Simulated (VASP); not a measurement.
Calculation: AM05 GGA, VASP's PBE PAW potentials (set 64) (plane waves; VASP).

A VASP calculation is set up with these files.

INCAR:
```
# general
SYSTEM = NaCl
PREC   = Accurate
ENCUT  = 520
LREAL  = .False.   # projection in real space or not
LASPH  = .True.   # aspherical one-centre terms

# electronic loop
EDIFF  = 1E-6
NELM   = 100   # most electronic steps
ALGO   = Normal

# smearing
ISMEAR = 0   # Gaussian
SIGMA  = 0.05

# functional
GGA    = AM   # AM05

# ions
IBRION = 2   # conjugate gradients
NSW    = 60
ISIF   = 3   # ions, shape and volume
EDIFFG = -0.01

# output
LWAVE  = .False.
LCHARG = .False.
```

**KPOINTS**
```
Automatic
0
G
7 7 7
0 0 0
```

POSCAR:
```
NaCl
1
    0.0000000000     2.8200000000     2.8200000000
    2.8200000000     0.0000000000     2.8200000000
    2.8200000000     2.8200000000     0.0000000000
Na Cl
1 1
Direct
  0.0000000000   0.0000000000   0.0000000000
  0.5000000000   0.5000000000   0.5000000000
```

POTCAR, in this order: Na_pv Cl (PBE.64 set). Program: vasp_std.

Energy and stress use the plane-wave basis of the starting cell.

Question: Predict the energy per atom (σ→0), volume per atom, band gap (on the k-mesh).

Answer: 
```yaml
energy per atom (σ→0): -3.345 eV/atom
band gap (on the k-mesh): 5.04 eV
volume_per_atom: 22.96 Å³/atom
```

### OSZICAR
```
...
       N       E                     dE             d eps       ncg     rms          rms(c)
DAV:   1    -0.670551246884E+01   -0.15493E-01   -0.34781E-01   494   0.916E+00    0.798E-01
DAV:   2    -0.669284152948E+01    0.12671E-01   -0.21693E-02   494   0.158E+00    0.321E-01
DAV:   3    -0.669061794846E+01    0.22236E-02   -0.50811E-03   497   0.819E-01    0.153E-01
DAV:   4    -0.669036737338E+01    0.25058E-03   -0.14782E-04   601   0.160E-01    0.124E-02
DAV:   5    -0.669036362690E+01    0.37465E-05   -0.16347E-05   503   0.399E-02    0.815E-03
DAV:   6    -0.669036324622E+01    0.38068E-06   -0.91148E-07   332   0.159E-02
   3 F= -.66903632E+01 E0= -.66903632E+01  d E =-.145728E-02
```

The compound is NaCl in the rock salt structure. This run relaxes it. Symmetry was kept, so distortions that lower it aren't found.
